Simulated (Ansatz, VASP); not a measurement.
# H30C41O6 (amorphous poly(ether ketone) at 400 K) in two plane-wave programs

Wanted: the spread between two codes on one cell, functional and k mesh. The cell is taken from a series of runs on this material, whose earlier steps may have relaxed, scaled, displaced or heated it; both programs get it as it stands.

Calculated with Ansatz 0.2.0; plane waves, with VASP 6.6.1 beside it; single point at PBE with D3(BJ).

**1. Set-up**

The cell holds 154 atoms: 82 C, 12 O and 60 H. Cell: a = 12.148 Å, b = 12.148 Å, c = 12.148 Å, α = 90.0°, β = 90.0°, γ = 90.0°. As first built, before any earlier steps moved the atoms (in the runner's words): 2 poly(ether ketone) chains of 3 units placed at random, at 1.15 g/cm^3; overlaps pushed apart, then 20 ps at 800 K with MMFF94 bonds, angles, torsions, charges and radii (Halgren, J. Comput. Chem. 17, 490 (1996)) in harmonic and 12-6 forms; charges of ions scaled by 0.8. Snapshot after 30 ps at 400 K and fixed volume.

**2. VASP: single point, PBE with D3(BJ)**

A single point gives forces, pressure and levels at one fixed geometry, so differences don't come from the geometry; what else differs is listed under the comparison.

Lines of VASP's logs that name or quote its potential files are left out, and so is its time.

Input file INCAR:

```
SYSTEM = H30C41O6
PREC = Accurate
ENCUT = 600
EDIFF = 1E-06
NELM = 120
ISMEAR = 0
SIGMA = 0.025
LREAL = Auto
ALGO = Normal
GGA = PE
IVDW = 12
NBANDS = 337
LORBIT = 11
LWAVE = .FALSE.
LCHARG = .FALSE.
ISIF = 2
LASPH = .TRUE.
GGA_COMPAT = .FALSE.
EFERMI = MIDGAP
```

Input file POSCAR:

```
H30C41O6
1.0
   12.1484600000      0.0000000000      0.0000000000
    0.0000000000     12.1484600000      0.0000000000
    0.0000000000      0.0000000000     12.1484600000
C O H
82 12 60
Direct
    0.2408700000      0.4097700000      0.2038500000
    0.3116800000      0.3448900000      0.2819300000
    0.4102800000      0.2965300000      0.2456300000
    0.4776600000      0.2386400000      0.3176500000
    0.4504700000      0.2299000000      0.4297800000
    0.3507900000      0.2757600000      0.4662900000
    0.2822400000      0.3311700000      0.3926700000
    0.5291000000      0.1720300000      0.5046000000
    0.5497100000      0.2171800000      0.6163900000
    0.5246500000      0.3268300000      0.6423300000
    0.5503300000      0.3717800000      0.7443000000
    0.6000000000      0.3053400000      0.8240700000
    0.6263900000      0.1953900000      0.8001500000
    0.6030300000      0.1529400000      0.6969200000
    0.6029400000      0.4479500000      0.9597100000
    0.6887600000      0.5169700000      0.9921200000
    0.6652400000      0.6232100000      0.0280300000
    0.5558700000      0.6602700000      0.0340200000
    0.4703800000      0.5879600000      0.0046200000
    0.4931100000      0.4824600000      0.9668300000
    0.5276200000      0.7696800000      0.0822400000
    0.6097000000      0.8601900000      0.0769300000
    0.6173600000      0.9348400000      0.1653100000
    0.6952500000      0.0181400000      0.1640900000
    0.7646800000      0.0294600000      0.0722900000
    0.7533000000      0.9605900000      0.9803400000
    0.6773800000      0.8753600000      0.9843700000
    0.9292100000      0.1161800000      0.0083200000
    0.9905500000      0.0217600000      0.9833900000
    0.0778900000      0.0303200000      0.9100700000
[... 118 atom lines left out ...]
    0.2509100000      0.8544500000      0.1112400000
    0.9419800000      0.7126200000      0.2201500000
    0.9416200000      0.5917700000      0.0548500000
    0.1797400000      0.9932800000      0.2289500000
    0.2590900000      0.8870600000      0.2950900000
    0.1589100000      0.9643600000      0.3720800000
```

Input file KPOINTS:

```
Automatic mesh
0
Gamma
1 1 1
0 0 0
```

PAW data sets: C, O and H (PBE family, release 64).

Command:

```bash
> export OMP_NUM_THREADS=3
> mpirun -np 1 vasp_gam
```

Numbers of over 12 decimals in the logs are rounded to 6 here.

What it wrote:

```text
[banner, memory and clock lines left out]
running    1 mpi-ranks, on    1 nodes
[...]
Offloading initialized ...    1 GPUs detected
[...]
LDA part: xc-table for (Slater+PW92), standard interpolation
 POSCAR, INCAR and KPOINTS ok, starting setup
[...]
entering main loop
       N       E                     dE             d eps       ncg     rms          rms(c)
DAV:   1     0.361046248089E+04    0.36105E+04   -0.25882E+05   682   0.141E+03
DAV:   2    -0.700756980920E+03   -0.43112E+04   -0.40790E+04   859   0.312E+02
DAV:   3    -0.111447562893E+04   -0.41372E+03   -0.40899E+03   828   0.983E+01
DAV:   4    -0.112542443545E+04   -0.10949E+02   -0.10904E+02   844   0.179E+01
[...]
DAV:  18    -0.103701377394E+04    0.35142E-05   -0.23112E-05   828   0.119E-02    0.501E-03
DAV:  19    -0.103701377236E+04    0.15791E-05   -0.37151E-06   756   0.597E-03    0.234E-03
DAV:  20    -0.103701377211E+04    0.24962E-06   -0.17870E-06   564   0.347E-03
   1 F= -.10473916E+04 E0= -.10473916E+04  d E =0.000000E+00
```

Parts of OUTCAR (step 2):

```text
  FREE ENERGIE OF THE ION-ELECTRON SYSTEM (eV)
  ---------------------------------------------------
  free  energy   TOTEN  =     -1047.3915633470 eV

  energy  without entropy=    -1047.3915633470  energy(sigma->0) =    -1047.39156335
```

The run ends at a pressure of -0.24 GPa, with forces up to 0.56 eV/Å.

**3. Ansatz: single point, PBE with D3(BJ)**

Ansatz runs on its default PAW (the set named soft_2) files.

The same cell, functional, mesh and smearing now go to Ansatz, which takes its cutoff from its data sets.

Input file input.yaml:

```yaml
crystal:
  lattice:
    - [12.14846, 0.0, 0.0]
    - [0.0, 12.14846, 0.0]
    - [0.0, 0.0, 12.14846]
  atoms:
    - { symbol: C, position: [0.24087, 0.40977, 0.20385] }
    - { symbol: C, position: [0.31168, 0.34489, 0.28193] }
    - { symbol: C, position: [0.41028, 0.29653, 0.24563] }
    - { symbol: C, position: [0.47766, 0.23864, 0.31765] }
    - { symbol: C, position: [0.45047, 0.2299, 0.42978] }
    - { symbol: C, position: [0.35079, 0.27576, 0.46629] }
    - { symbol: C, position: [0.28224, 0.33117, 0.39267] }
    - { symbol: C, position: [0.5291, 0.17203, 0.5046] }
    - { symbol: O, position: [0.57992, 0.09001, 0.47137] }
    - { symbol: C, position: [0.54971, 0.21718, 0.61639] }
    - { symbol: C, position: [0.52465, 0.32683, 0.64233] }
    - { symbol: C, position: [0.55033, 0.37178, 0.7443] }
    - { symbol: C, position: [0.6, 0.30534, 0.82407] }
    - { symbol: C, position: [0.62639, 0.19539, 0.80015] }
    - { symbol: C, position: [0.60303, 0.15294, 0.69692] }
    - { symbol: O, position: [0.63097, 0.34252, 0.92633] }
    - { symbol: C, position: [0.60294, 0.44795, 0.95971] }
    - { symbol: C, position: [0.68876, 0.51697, 0.99212] }
    - { symbol: C, position: [0.66524, 0.62321, 0.02803] }
    - { symbol: C, position: [0.55587, 0.66027, 0.03402] }
    - { symbol: C, position: [0.47038, 0.58796, 0.00462] }
    - { symbol: C, position: [0.49311, 0.48246, 0.96683] }
    - { symbol: C, position: [0.52762, 0.76968, 0.08224] }
    - { symbol: O, position: [0.43791, 0.78429, 0.12793] }
    - { symbol: C, position: [0.6097, 0.86019, 0.07693] }
    - { symbol: C, position: [0.61736, 0.93484, 0.16531] }
    - { symbol: C, position: [0.69525, 0.01814, 0.16409] }
    - { symbol: C, position: [0.76468, 0.02946, 0.07229] }
    - { symbol: C, position: [0.7533, 0.96059, 0.98034] }
    - { symbol: C, position: [0.67738, 0.87536, 0.98437] }
[... 118 atom lines left out ...]
    - { symbol: H, position: [0.25091, 0.85445, 0.11124] }
    - { symbol: H, position: [0.94198, 0.71262, 0.22015] }
    - { symbol: H, position: [0.94162, 0.59177, 0.05485] }
    - { symbol: H, position: [0.17974, 0.99328, 0.22895] }
    - { symbol: H, position: [0.25909, 0.88706, 0.29509] }
    - { symbol: H, position: [0.15891, 0.96436, 0.37208] }
kpoints:
  mp_grid: { grid: [1, 1, 1] }
hamiltonian:
  xc: pbe
  dispersion: d3bj
scf:
  occupations: { method: gaussian, width: 0.025 }
output:
  forces: true
  stress: true
  populations: true
  dos:
    method: { smearing: { sigma: 0.15 } }
    de: 0.1
    projected: { site_lists: { C: [C], H: [H], O: [O] } }
  eigenvalues: true
```

Command:

```bash
> ansatz run input.yaml --threads 4 --pin off --max-ram 8192MiB --backend cpu --events-out ev --progress --plain --runs-dir out
```

What it wrote:

```text
Engine: ansatz 0.2.0, aarch64-unknown-linux-gnu
Pseudopotentials: kind: paw
Pseudopotential: C, paw, valence charge 4, recommended cutoff 420 eV (normal), C.paw.azcp
Pseudopotential: O, paw, valence charge 6, recommended cutoff 420 eV (normal), O.paw.azcp
Pseudopotential: H, paw, valence charge 1, recommended cutoff 420 eV (normal), H.paw.azcp
Functional definition: PBE
  parameter kappa = 0.804
  parameter beta = 0.066725
  exchange = pbe_x(kappa = kappa, mu = beta*pi^2/3)
  correlation = pbe_c(beta = beta)
Crystal: 154 atoms, lattice volume = 1792.931 Å³
Basis set: ecut = 420 eV, 35033 PW (Γ), exchange–correlation on 180×180×180 points (8 copies of the dense FFT grid, shifted against one another)
Bands: 384, of which v1, the nominal top of the filled ones, is band 230 counted from 1 (229 counted from 0)
Symmetry: 1 space group operations
Space group: P1 (ITA 1), of the structure as read, at distance tolerance 1.2e-4 Å
k-points: 1
Non-local potential: C, projectors of the file, l = 0: 2, l = 1: 2, l = 2: 1
Non-local potential: O, projectors of the file, l = 0: 2, l = 1: 2, l = 2: 1
Non-local potential: H, projectors of the file, l = 0: 2, l = 1: 1
PAW form: soft (Blöchl's): semilocal exchange-correlation on the pseudo side does not see the compensation charge
PAW one-centre angular grid: C, 110 points (default); XC on 64 Gauss nodes
PAW one-centre angular grid: O, 110 points (default); XC on 64 Gauss nodes
PAW one-centre angular grid: H, 110 points (default); XC on 64 Gauss nodes
Initial density: superposition of atomic densities (neutral atoms: chi_scale 0, normalization atom), corrected by the library's trained network
Initial wavefunctions: pseudopotential atomic-orbital guess
Functional: x = pbe(κ = 0.804, μ = 0.219515), c = pbe(β = 0.066725)
SCF iter   1: F=—  HF=-28337.514132 eV  |F-HF|=—  |Δ(HF+E_count)|=         —  Δρ=5.11e-3  dr2=5.95e-1  ethr=1.77e-3  ⟨swp⟩=6.0  Hψ=1757  notcnv=0  defer=58
preconditioner: auto → Resta (q_TF=auto, 2.175 Å⁻¹)  ε∞=2.6  [insulator: Δε(μ)=2.663 eV  Ē_g=14.849 eV  σ=0.025 eV  W_gap=1.00  n_scr=304 (ndim 8)  ℏωp=18.6 eV  f_vac=0.257  D(μ)=0.00/eV (n_scr^D=0)  ε∞_Penn≈2.6]
SCF iter   2: F=—  HF=-28337.405945 eV  |F-HF|=—  |Δ(HF+E_count)|=   1.08e-1  Δρ=2.19e-3  dr2=7.33e-2  ethr=1.29e-4  ⟨swp⟩=2.0  Hψ=667  notcnv=0  defer=148
SCF iter   3: F=—  HF=-28337.410736 eV  |F-HF|=—  |Δ(HF+E_count)|=   4.79e-3  Δρ=1.07e-3  dr2=2.13e-2  ethr=1.59e-5  ⟨swp⟩=2.0  Hψ=465  notcnv=0  defer=148
SCF iter   4: F=—  HF=-28337.412485 eV  |F-HF|=—  |Δ(HF+E_count)|=   1.75e-3  Δρ=5.63e-4  dr2=5.94e-3  ethr=4.64e-6  ⟨swp⟩=2.0  Hψ=466  notcnv=0  defer=148
SCF iter   5: F=—  HF=-28337.411868 eV  |F-HF|=—  |Δ(HF+E_count)|=   6.16e-4  Δρ=1.84e-4  dr2=7.73e-4  ethr=1.29e-6  ⟨swp⟩=2.0  Hψ=466  notcnv=0  defer=148
SCF iter   6: F=—  HF=-28337.411793 eV  |F-HF|=—  |Δ(HF+E_count)|=   7.57e-5  Δρ=8.87e-5  dr2=1.54e-4  ethr=1.68e-7  ⟨swp⟩=2.0  Hψ=462  notcnv=0  defer=148
SCF iter   7: F=—  HF=-28337.411775 eV  |F-HF|=—  |Δ(HF+E_count)|=   1.81e-5  Δρ=2.86e-5  dr2=1.81e-5  ethr=3.35e-8  ⟨swp⟩=2.0  Hψ=466  notcnv=0  defer=148
SCF iter   8: F=—  HF=-28337.414598 eV  |F-HF|=—  |Δ(HF+E_count)|=   2.82e-3  Δρ=1.10e-5  dr2=2.58e-6  ethr=3.94e-9  ⟨swp⟩=2.0  Hψ=613  notcnv=0  defer=148
SCF iter   9: F=—  HF=-28337.414598 eV  |F-HF|=—  |Δ(HF+E_count)|=   7.39e-8  Δρ=5.03e-6  dr2=4.87e-7  ethr=5.60e-10  ⟨swp⟩=2.0  Hψ=465  notcnv=0  defer=148
SCF iter  10: F=—  HF=-28337.414598 eV  |F-HF|=—  |Δ(HF+E_count)|=   4.29e-9  Δρ=2.92e-6  dr2=1.51e-7  ethr=2.17e-11  ⟨swp⟩=17.0  Hψ=2574  notcnv=0
SCF iter  11: F=-28337.414598 eV  HF=-28337.414598 eV  |F-HF|=7.77e-9  |Δ(HF+E_count)|=   1.92e-8  Δρ=8.37e-7  dr2=1.59e-8  ethr=2.17e-11  ⟨swp⟩=4.0  Hψ=983  notcnv=0
SCF 1 converged in 11 iterations: F = -28337.414598 eV  dr2 = 1.59e-8
  greatest PAW one-centre occupation: 0.877 electrons in one spin orbital (limit 2), on the O atom at site 23 (counted from 0), in its partial waves of l = 0
SCF converged after 11 iterations
Free energy (F): -28337.414598 eV
Harris-Foulkes:  -28337.414598 eV  (|F-HF|=7.77e-9)
Internal energy: -28337.414598 eV  (E = F + TS)
E sigma→0 (E₀):  -28337.414598 eV
Fermi energy:    1.306743 eV
--- Per-component energies (eV) ---
  E_band       = -3387.752954
  E_kinetic    = 10328.788989
  E_local      = -33784.596869  (includes V_loc(G=0)·N_el)
  E_nonlocal   = 2926.842461
  E_hartree    = 12412.110146
  E_xc         = -5330.109517
  E_vxc        = -6654.032183  (∫ρ·V_xc dr)
  E_paw        = -10077.650441  (= ΣΔE_a)
  E_vpaw       = -1028.920437  (= ΣTr[D̂ρ^β])
  E_aug_tail   = -0.051851  (compensation charges beyond the density's cutoff)
  E_ewald      = -4802.368138
  E_disp       = -10.379378  (pairwise vdW)
  E_smearing   = -0.000000  (= −TS)
  E_closure    = -0.000000  (closes the sum)
  Σ components = -28337.414598   (vs F -28337.414598, Δ=0.00e0)
[...]
atom 132  H      0.00061517    -0.00094663    -0.00374753
  atom 133  H      0.00283049     0.00544471     0.00667416
  atom 134  H     -0.00403045    -0.00885057     0.00060357
  atom 135  H      0.00307111    -0.00223658    -0.00110874
  atom 136  H     -0.00748534    -0.00661795    -0.00350975
  atom 137  H     -0.01638543     0.01669699     0.00398500
  atom 138  H      0.01036318     0.02137340    -0.01674602
  atom 139  H      0.00918978    -0.00126253    -0.00049301
  atom 140  H      0.00622488    -0.01399552    -0.01220943
  atom 141  H     -0.01610838     0.01256571    -0.00604280
  atom 142  H     -0.00121851     0.01842470     0.00994889
  atom 143  H      0.00875770     0.00172817     0.01104653
  atom 144  H      0.01856912    -0.00603502    -0.00278741
  atom 145  H      0.00673583    -0.00825690     0.01213449
  atom 146  H     -0.01006032     0.00192792     0.01790504
  atom 147  H      0.00900234     0.01986352     0.00481955
  atom 148  H     -0.01877638    -0.00068599    -0.00977592
  atom 149  H     -0.00076533    -0.00578661     0.01070077
  atom 150  H      0.00496374    -0.00462915     0.00246250
  atom 151  H      0.00887095    -0.01188314    -0.01107011
  atom 152  H      0.01125570     0.01061675    -0.00796422
  atom 153  H      0.01067323     0.01033841     0.00888234
  atom 154  H      0.00937836    -0.00071932     0.00253525
  max |Σ_I F_I| component: 2.02e-5 eV/Å
--- Stress (GPa, compression-positive) ---
       -0.326237       0.046357      -0.062902
        0.046356      -0.187120      -0.029711
       -0.062902      -0.029713      -0.415640
  P = ⅓ Tr σ = -0.3097 GPa (-3.097 kbar)
--- Band table (eV) ---
  k-point 0: bands = [... 226 lower, -0.0758, -0.0127, 0.0255, 0.0748, 2.5386, 2.6504, 2.6946, 2.8084, ... 150 higher]
--- Löwdin populations: 154 sites ---
  site symbol       q [e]
     0      C      4.4633
     1      C      3.9165
     2      C      4.1314
     3      C      4.0997
     4      C      4.0169
     5      C      4.1265
     6      C      4.1392
     7      C      3.6174
     8      O      6.4018
     9      C      4.0263
    10      C      4.0961
    11      C      4.1848
    12      C      3.7371
    13      C      4.1379
    14      C      4.0816
    15      O      6.2363
    16      C      3.7469
    17      C      4.1409
    18      C      4.1015
    19      C      4.0229
    20      C      4.0943
    21      C      4.1619
    22      C      3.6140
    23      O      6.3931
[...]
146      H      0.8034
   147      H      0.8046
   148      H      0.7912
   149      H      0.7822
   150      H      0.8033
   151      H      0.8025
   152      H      0.7998
   153      H      0.7763
  spilling = 0.012438 (of n_electrons = 460.000000)
```

Reading the cycles: dr2 is the Hartree energy of the density residual (eV), the measure of convergence; HF is the Harris–Foulkes estimate of the energy, which meets the free energy F at convergence.

**4. Comparison**

Known differences besides the potentials themselves: the cutoff is 420 eV in Ansatz and 600 eV in VASP (PREC = Accurate, projectors in real space). Total energies have different zeros and are not compared.

Compared:

| quantity | Ansatz | VASP | difference |
| --- | --- | --- | --- |
| pressure (GPa) | -0.31 | -0.24 | -0.07 |
| gap on the k mesh (eV) | 2.464 | 2.459 | +0.004 |

Forces on 9 of the 154 atoms, those with the largest forces and the largest differences (eV/Å; atoms numbered as in POSCAR):

| atom | Ansatz x, y, z | VASP x, y, z |
| --- | --- | --- |
| C34 | 0.235, -0.096, -0.023 | 0.246, -0.406, 0.231 |
| C38 | -0.232, 0.173, 0.066 | -0.351, 0.249, 0.109 |
| C79 | 0.068, -0.127, -0.262 | 0.048, -0.218, -0.378 |
| O85 | 0.004, -0.119, 0.006 | -0.381, -0.058, 0.200 |
| O87 | -0.135, 0.115, -0.052 | -0.147, 0.440, -0.318 |
| O88 | 0.256, -0.237, 0.009 | 0.340, -0.316, 0.059 |
| O89 | 0.020, -0.047, -0.027 | -0.052, 0.118, 0.366 |
| O91 | 0.144, -0.135, -0.088 | 0.317, 0.193, -0.309 |
| O93 | -0.048, -0.075, 0.016 | -0.257, -0.450, 0.050 |

The forces differ by 72 meV/Å r.m.s., which is 74.9 % of the r.m.s. force of 0.096 eV/Å (both taken over all components). A gap on the mesh is an upper bound, since the band edges may lie between its points.

**5. What came out**

| Property | Result |
| --- | --- |
| r.m.s. force difference (single point, PBE with D3(BJ)) | 72 meV/Å |

**Reading.** The r.m.s. force difference is 72 meV/Å (single point, PBE with D3(BJ)), beyond the 12 meV/Å picked in this series as the mark of a large difference. What causes the difference of the single point, PBE with D3(BJ) pair stays open here. How closely two codes agree says nothing of how well the functional describes the real material.

[Lines on the potential files, build, host, timing and source positions are cut from VASP's logs without a mark.]

[Logs are printed without paths, hosts, clocks, repeated set-up lines and the standing remarks that a program may print on its own settings, such as how far it seeks lower states.]

[Hosts, paths, dates, database ids (printed as entryN), source tags and the programs' standing remarks are cut or masked in the printed files.]

[The MMFF94 radii named for the starting cell were scaled by 0.96; in molecules described by MMFF94, hydrogen bound to N, O or S took a small fixed 12-6 site in their place.]
